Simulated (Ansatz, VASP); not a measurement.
## TaO5: VASP beside Ansatz

```
Ta O
1.0
     3.65375    0.00000    0.00000
    -1.82687    3.16424    0.00000
     0.00000    0.00000    5.34858
Ta O
1 5
Cartesian
  0.0000 0.0000 0.0000
  1.8269 0.0000 2.6743
  0.9134 1.5821 2.6743
  -0.9134 1.5821 2.6743
  0.0000 2.1095 0.0000
  1.8269 1.0547 0.0000
```

Change from the starting cell: species swapped into the PrPt5 type (P6/mmm, No. 191).

Alike in both runs: functional PBE; k mesh 6 × 6 × 6; occupations gaussian, width 0.1 eV; no spin polarisation.

Ansatz relaxed the structure, and its values are those at the end. VASP's run is a single point on that final structure, the one shown.

```csv
,VASP,Ansatz
version,VASP 6.6.1,Ansatz 0.2.0
potentials or method,"VASP PAW PBE potentials, release 64 (Ta_pv, O)","scalar-relativistic, plane waves, PAW"
plane-wave cutoff (eV),520,420
valence electrons in the cell,41,43
```

```csv
,VASP,Ansatz,Ansatz less VASP
gap on the k mesh at the Fermi level (eV),none,none,-
pressure (GPa),0.4,0.1,-0.32
```

A gap of «none» marks a metal or a gap that the smearing closes. The two sets of potentials don't hold the same shells in valence.

Caveats: an odd number of electrons without spin polarisation forces a metal; a magnetic or distorted state may lie lower. The runs have no spin-orbit coupling, so splittings on Ta are missing.
